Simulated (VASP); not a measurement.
Wanted: the native input for a VASP 6.6.1 run.

```
Task                   : single point
Functional             : PBE
Potentials or basis    : VASP PAW PBE potentials, release 64 (Te, Se, Cr_pv)
Cutoff                 : 520 eV
k mesh                 : 8 × 8 × 2
Occupations            : fermi-dirac, width 0.05 eV
Spin                   : collinear spin, ferromagnetic start
Starting moments       : [0.0, 0.0, 0.0, 0.0, 3.0, 3.0, 3.0, 3.0] μB
Further INCAR settings : ALGO = Normal; EDIFF = 1e-07; NBANDS = 50
```

The structure of Cr4Te3Se lies in POSCAR:

```
Cr4Te3Se
1.0
    4.0469504262      0.0000000000      0.0000000000
   -2.0234752131      3.5047618770      0.0000000000
    0.0000000000      0.0000000000     12.5839700000
Te Se Cr
3 1 4
Direct
    0.3333333333      0.6666666667      0.7522740000
    0.3333333333      0.6666666667      0.2477260000
    0.6666666667      0.3333333333      0.5000000000
    0.6666666667      0.3333333333      0.0000000000
    0.0000000000      0.0000000000      0.8811650000
    0.0000000000      0.0000000000      0.3743330000
    0.0000000000      0.0000000000      0.6256670000
    0.0000000000      0.0000000000      0.1188350000
```

The cell comes from a database or a generator and needn't be the stable form of this composition.

The input as run:

INCAR

```
  ALGO = Normal
  EDIFF = 1E-7
  ENCUT = 520
  GGA = PE
  ISIF = 2
  ISMEAR = -1
  ISPIN = 2
  LASPH = True
  LCHARG = False
  LMAXMIX = 4
  LORBIT = 11
  LREAL = False
  LWAVE = False
  MAGMOM = 0 0 0 0 3 3 3 3
  NBANDS = 50
  NELM = 100
  PREC = Accurate
  SIGMA = 0.05
```

KPOINTS

```
k-points
0
Gamma
  8 8 2
```

Potentials or basis: VASP PAW PBE potentials, release 64 (Te, Se, Cr_pv).

The run is started by

```console
$ cat potpaw_PBE.64/Te/POTCAR potpaw_PBE.64/Se/POTCAR potpaw_PBE.64/Cr_pv/POTCAR > POTCAR
$ mpirun -np 1 vasp_std > vasp.out
```

Results of the run:

The pressure is -0.2 GPa. The largest force is 0.086 eV/Å and the band gap on the k mesh is none (metal or under the smearing width). The net moment is 15.57 μB per cell. The site moments are Te -0.12, -0.10; Se -0.09; Cr +3.70, +3.58 μB. The valence electrons inside the program's atomic spheres are Te 3.44, 3.45; Se 3.82; Cr 10.50, 10.56.

Caveat: only a ferromagnetic start was run, and an antiferromagnetic order may lie lower in energy.

Run time: 4.1 min on 1 thread of AMD EPYC 9R45 96-Core Processor (Zen 5), with other jobs on the host, peak memory 0.48 GiB.
